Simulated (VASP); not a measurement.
Input for VASP

### POSCAR
```
LaB2Ir2C
1
   -1.9250137499     1.9250137499     5.2272273910
    1.9250137499    -1.9250137499     5.2272273910
    1.9250137499     1.9250137499    -5.2272273910
La B Ir C
1 2 2 1
Direct
  0.0000000000   0.0000000000   0.0000000000
  0.3550502615   0.3550502615   0.0000000000
  0.6449497385   0.6449497385   0.0000000000
  0.7500000000   0.2500000000   0.5000000000
  0.2500000000   0.7500000000   0.5000000000
  0.5000000000   0.5000000000   0.0000000000
```

File KPOINTS:
```
Automatic mesh
0
Gamma
10 10 10
0 0 0
```

### INCAR
```
SYSTEM=LaB2Ir2C
PREC=Accurate; ENCUT=520; LREAL=.False.
LASPH=.True.
EDIFF=1E-6; NELM=100; ALGO=Normal
LMAXMIX=6
ISMEAR=1; SIGMA=0.1
GGA=PS
IBRION=2; NSW=60; ISIF=3
EDIFFG=-0.02
LWAVE=.False.; LCHARG=.False.
```

POTCAR, in this order: La B Ir C (PBE.64 set). Program: vasp_std.

**Question.** Write an equivalent input for Quantum ESPRESSO's pw.x.

**Answer.** One equivalent input (not run):
```
&CONTROL
  calculation = 'vc-relax'
  pseudo_dir = './pseudo'
  outdir = './out'
  tprnfor = .true.
  tstress = .true.
  nstep = 60
  forc_conv_thr = 0.00078
/
&SYSTEM
  ibrav = 0
  nat = 6
  ntyp = 4
  ecutwfc = 110
  occupations = 'smearing'
  smearing = 'methfessel-paxton'
  degauss = 0.00735
  input_dft = 'pbesol'
/
&ELECTRONS
  conv_thr = 7.3e-08
  electron_maxstep = 100
/
&IONS
/
&CELL
/
ATOMIC_SPECIES
  La 138.905 La.upf
  B 10.810 B.upf
  Ir 192.217 Ir.upf
  C 12.011 C.upf
CELL_PARAMETERS angstrom
    -1.9250137    1.9250137    5.2272274
     1.9250137   -1.9250137    5.2272274
     1.9250137    1.9250137   -5.2272274
ATOMIC_POSITIONS crystal
  La   0.0000000  0.0000000  0.0000000
  B    0.3550503  0.3550503  0.0000000
  B    0.6449497  0.6449497  0.0000000
  Ir   0.7500000  0.2500000  0.5000000
  Ir   0.2500000  0.7500000  0.5000000
  C    0.5000000  0.5000000  0.0000000
K_POINTS automatic
  10 10 10 0 0 0
```
The two are equivalent in intent, not identical: the potentials are each code's own (VASP's PAW set, PseudoDojo norm-conserving files in pw.x), so ENCUT and ecutwfc are chosen apart and not converted; conv_thr bounds pw.x's estimated SCF error, while EDIFF bounds the energy change between steps; forc_conv_thr acts on force components and is met together with etot_conv_thr.

The structure comes from a computed database's LaB2Ir2C entry (I4/mmm); how it stands against other phases isn't given here. It was relaxed first. The start is the result of an earlier pass.
